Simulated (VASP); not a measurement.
All values below come from PBEsol GGA, VASP's PBE PAW potentials (set 64) (plane waves; VASP 6.6.1).

VASP input:

INCAR:
```
# general
SYSTEM =ZnO
PREC   =Accurate
ENCUT  =530
LREAL  =.FALSE.
LASPH  =.TRUE.

# electronic loop
EDIFF  =1E-6
NELM   =100
ALGO   =Normal
LMAXMIX=4

# smearing
ISMEAR =0
SIGMA  =0.05

# functional
GGA    =PS

# ions
IBRION =2
NSW    =60
ISIF   =3
EDIFFG =-0.02

# output
LWAVE  =.FALSE.
LCHARG =.FALSE.
```

POSCAR:
```
ZnO
1
    3.2437349740     0.0000000000     0.0000000000
   -1.6218674870     2.8091573258     0.0000000000
    0.0000000000    -0.0000000000     5.2012619200
Zn O
2 2
Direct
  0.3333330000   0.6666670000   0.0001699753
  0.6666670000   0.3333330000   0.5001699753
  0.3333330000   0.6666670000   0.3818300247
  0.6666670000   0.3333330000   0.8818300247
```

File KPOINTS:
```
Automatic mesh
0
Gamma
7 7 4
0 0 0
```

POTCAR, in this order: Zn O (PBE.64 set). Program: vasp_std.

What VASP printed:

**OSZICAR**
```
       N       E                     dE             d eps       ncg     rms          rms(c)
DAV:   1     0.288579370478E+03    0.28858E+03   -0.19245E+04  1064   0.243E+03
DAV:   2     0.837122079931E+01   -0.28021E+03   -0.27031E+03  1140   0.450E+02
DAV:   3    -0.216058372536E+02   -0.29977E+02   -0.29754E+02  1236   0.155E+02
DAV:   4    -0.222058263316E+02   -0.59999E+00   -0.59901E+00  1182   0.233E+01
DAV:   5    -0.222106093076E+02   -0.47830E-02   -0.47828E-02  1218   0.201E+00    0.145E+01
DAV:   6    -0.193190790128E+02    0.28915E+01   -0.10248E+01  1896   0.713E+01    0.940E+00
DAV:   7    -0.194538004164E+02   -0.13472E+00   -0.23189E+00  1112   0.182E+01    0.555E+00
DAV:   8    -0.194667570072E+02   -0.12957E-01   -0.76787E-01  1596   0.874E+00    0.175E+00
DAV:   9    -0.194075945287E+02    0.59162E-01   -0.16162E-01  1656   0.736E+00    0.378E-01
DAV:  10    -0.194102705985E+02   -0.26761E-02   -0.53962E-02  1084   0.178E+00    0.134E-01
DAV:  11    -0.194102102491E+02    0.60349E-04   -0.19365E-03  1512   0.770E-01    0.371E-02
DAV:  12    -0.194102350828E+02   -0.24834E-04   -0.22649E-04  1340   0.360E-01    0.134E-02
DAV:  13    -0.194102386127E+02   -0.35299E-05   -0.21109E-05  1250   0.956E-02    0.815E-03
DAV:  14    -0.194102396402E+02   -0.10275E-05   -0.35750E-06  1052   0.280E-02    0.696E-03
DAV:  15    -0.194102388017E+02    0.83853E-06   -0.12984E-06   558   0.118E-02
   1 F= -.19410239E+02 E0= -.19410239E+02  d E =-.194102E+02
       N       E                     dE             d eps       ncg     rms          rms(c)
DAV:   1    -0.194109491676E+02   -0.70953E-03   -0.58950E-02  1056   0.246E+00    0.181E-01
DAV:   2    -0.194105669208E+02    0.38225E-03   -0.30542E-03  1422   0.907E-01    0.772E-02
DAV:   3    -0.194104954086E+02    0.71512E-04   -0.85792E-05  1492   0.190E-01    0.434E-02
DAV:   4    -0.194104686010E+02    0.26808E-04   -0.49897E-05  1272   0.842E-02    0.753E-03
DAV:   5    -0.194104684972E+02    0.10388E-06   -0.73290E-06  1074   0.283E-02
   2 F= -.19410468E+02 E0= -.19410468E+02  d E =-.229695E-03
       N       E                     dE             d eps       ncg     rms          rms(c)
DAV:   1    -0.194132297839E+02   -0.27612E-02   -0.32421E-01  1056   0.578E+00    0.423E-01
DAV:   2    -0.194111477476E+02    0.20820E-02   -0.16680E-02  1430   0.211E+00    0.181E-01
DAV:   3    -0.194107540982E+02    0.39365E-03   -0.46411E-04  1492   0.448E-01    0.102E-01
DAV:   4    -0.194106079681E+02    0.14613E-03   -0.27510E-04  1280   0.198E-01    0.176E-02
DAV:   5    -0.194106074802E+02    0.48792E-06   -0.40111E-05  1086   0.663E-02    0.747E-03
DAV:   6    -0.194106076610E+02   -0.18080E-06   -0.12477E-06   576   0.444E-02
   3 F= -.19410608E+02 E0= -.19410608E+02  d E =-.368859E-03
       N       E                     dE             d eps       ncg     rms          rms(c)
DAV:   1    -0.194108344319E+02   -0.22695E-03   -0.25918E-02  1056   0.162E+00    0.120E-01
DAV:   2    -0.194106689058E+02    0.16553E-03   -0.13609E-03  1414   0.605E-01    0.511E-02
DAV:   3    -0.194106376464E+02    0.31259E-04   -0.38531E-05  1492   0.126E-01    0.289E-02
DAV:   4    -0.194106262289E+02    0.11418E-04   -0.21786E-05  1272   0.557E-02    0.509E-03
DAV:   5    -0.194106261578E+02    0.71057E-07   -0.30997E-06   864   0.184E-02
   4 F= -.19410626E+02 E0= -.19410626E+02  d E =-.387356E-03
       N       E                     dE             d eps       ncg     rms          rms(c)
DAV:   1    -0.194109723012E+02   -0.34607E-03   -0.18691E-02  1056   0.133E+00    0.113E-01
DAV:   2    -0.194108045941E+02    0.16771E-03   -0.80494E-04  1338   0.492E-01    0.571E-02
DAV:   3    -0.194107528358E+02    0.51758E-04   -0.38039E-05  1506   0.115E-01    0.274E-02
DAV:   4    -0.194107397489E+02    0.13087E-04   -0.23038E-05  1474   0.642E-02    0.369E-03
DAV:   5    -0.194107400022E+02   -0.25325E-06   -0.41795E-06  1048   0.220E-02
   5 F= -.19410740E+02 E0= -.19410740E+02  d E =-.113844E-03
       N       E                     dE             d eps       ncg     rms          rms(c)
DAV:   1    -0.194126119339E+02   -0.18722E-02   -0.13794E-01  1056   0.360E+00    0.307E-01
DAV:   2    -0.194113705869E+02    0.12413E-02   -0.59917E-03  1338   0.134E+00    0.155E-01
DAV:   3    -0.194109897947E+02    0.38079E-03   -0.28171E-04  1506   0.315E-01    0.748E-02
DAV:   4    -0.194108926589E+02    0.97136E-04   -0.17059E-04  1488   0.176E-01    0.102E-02
DAV:   5    -0.194108946322E+02   -0.19733E-05   -0.30950E-05  1086   0.594E-02    0.574E-03
DAV:   6    -0.194108944905E+02    0.14170E-06   -0.62575E-07   552   0.297E-02
   6 F= -.19410894E+02 E0= -.19410894E+02  d E =-.268333E-03
```

**OUTCAR**
```
------------------------ aborting loop because EDIFF is reached ----------------------------------------
  FORCE on cell =-STRESS in cart. coord.  units (eV):
  Direction    XX          YY          ZZ          XY          YZ          ZX
  --------------------------------------------------------------------------------------
  Total       -0.0039837     -0.0039837      0.0411688      0.0000000      0.0000000      0.0000000
  in kB       -0.1345449     -0.1345449      1.3904374      0.0000000      0.0000000      0.0000000
  external PRESSURE =       0.3737825 kB  Pullay stress =       0.0000000 kB
  volume of cell :       47.44
      direct lattice vectors                 reciprocal lattice vectors
     3.238193445  0.000000000  0.000000000     0.308814164  0.178293913 -0.000000000
    -1.619096722  2.804358219 -0.000000000     0.000000000  0.356587826 -0.000000000
     0.000000000  0.000000000  5.223860541     0.000000000  0.000000000  0.191429306
  FREE ENERGIE OF THE ION-ELECTRON SYSTEM (eV)
  ---------------------------------------------------
  free  energy   TOTEN  =       -19.4108944905 eV

  energy  without entropy=      -19.4108944905  energy(sigma->0) =      -19.41089449

 reached required accuracy - stopping structural energy minimisation
```
(Selected blocks of OUTCAR.)

### CONTCAR
```
ZnO
   1.00000000000000
     3.2381934449806109    0.0000000000000000    0.0000000000000000
    -1.6190967224903055    2.8043582186627320   -0.0000000000000000
     0.0000000000000000    0.0000000000000000    5.2238605407331020
  Zn              O
     2     2
Direct
     0.3333330000000032    0.6666669999999968    0.0015315271856940
     0.6666669999999968    0.3333330000000032    0.5015315271856940
     0.3333330000000032    0.6666669999999968    0.3804684728143039
     0.6666669999999968    0.3333330000000032    0.8804684728143038
```

### OUTCAR
```
 val. band max:        1.0846131245   @ k =   0.0000   0.0000   0.0000

 cond. band min:       1.7651036628   @ k =   0.0000   0.0000   0.0000


 Fermi energy:         1.2876586382

 k-point     1 :       0.0000    0.0000    0.0000
  band No.  band energies     occupation
      1     -16.9884      2.00000
      2     -16.2423      2.00000
      3      -4.6694      2.00000
      4      -4.6488      2.00000
      5      -4.6488      2.00000
      6      -4.6066      2.00000
      7      -4.4542      2.00000
      8      -4.4541      2.00000
      9      -3.4379      2.00000
     10      -3.4379      2.00000
     11      -3.2214      2.00000
     12      -3.2214      2.00000
     13      -2.9481      2.00000
     14       0.2778      2.00000
     15       0.2778      2.00000
     16       0.9945      2.00000
     17       1.0846      2.00000
     18       1.0846      2.00000
     19       1.7651      0.00000
     20       6.2126      0.00000
     21       9.1687      0.00000
     22      13.8768      0.00000

 k-point     2 :       0.1429    0.0000    0.0000
  band No.  band energies     occupation
      1     -16.8751      2.00000
      2     -16.1929      2.00000
      3      -4.7798      2.00000
      4      -4.5864      2.00000
      5      -4.5510      2.00000
      6      -4.5198      2.00000
      7      -4.4283      2.00000
      8      -4.3628      2.00000
      9      -3.4856      2.00000
     10      -3.4412      2.00000
     11      -3.2119      2.00000
     12      -3.1434      2.00000
     13      -2.9700      2.00000
     14      -0.4362      2.00000
     15       0.0108      2.00000
     16       0.1281      2.00000
     17       0.8564      2.00000
     18       0.9399      2.00000
     19       2.9977      0.00000
     20       7.0111      0.00000
     21       9.1503      0.00000
     22      12.1633      0.00000

 k-point     3 :       0.2857    0.0000    0.0000
  band No.  band energies     occupation
      1     -16.5972      2.00000
...
```

The compound is ZnO in the wurtzite structure. This run relaxes it. Symmetry was kept, so distortions that lower it aren't found. The start is the result of an earlier pass.
